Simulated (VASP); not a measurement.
Given:

```
BiTl
1.0
    4.84360     0.00000     0.00000
   -2.42180     4.19468     0.00000
    0.00000     0.00000     7.90781
Tl Bi
2 2
Direct
  0.33333   0.66667   0.99909
  0.66667   0.33333   0.49909
  0.33333   0.66667   0.37591
  0.66667   0.33333   0.87591
```

The numbers are results of PBEsol GGA, VASP's PBE PAW potentials (set 64) (plane waves; VASP), not measurements. Run with 400 eV cut-off, 10×10×5 Γ-centred mesh, tetrahedra with Blöchl corrections, potentials Tl_d Bi_d.

Unless said otherwise, spin-orbit coupling is left out, though it shifts the bands of the heavy elements here.

**Question.** What does the run give for the energy per atom (σ→0), band gap (on the k-mesh) with the smallest direct gap where there is one?

**Answer.** 
```json
{
  "band gap (on the k-mesh)": "none (metal, semimetal or under 0.01 eV)",
  "energy per atom (σ→0)": "-309.4 kJ/mol of atoms"
}
```

Total energies compare only between runs with the same potentials, cut-off and functional.

The structure was generated: TlBi was put into the wurtzite type (P6_3mc), which need not be its known phase. It was relaxed first.
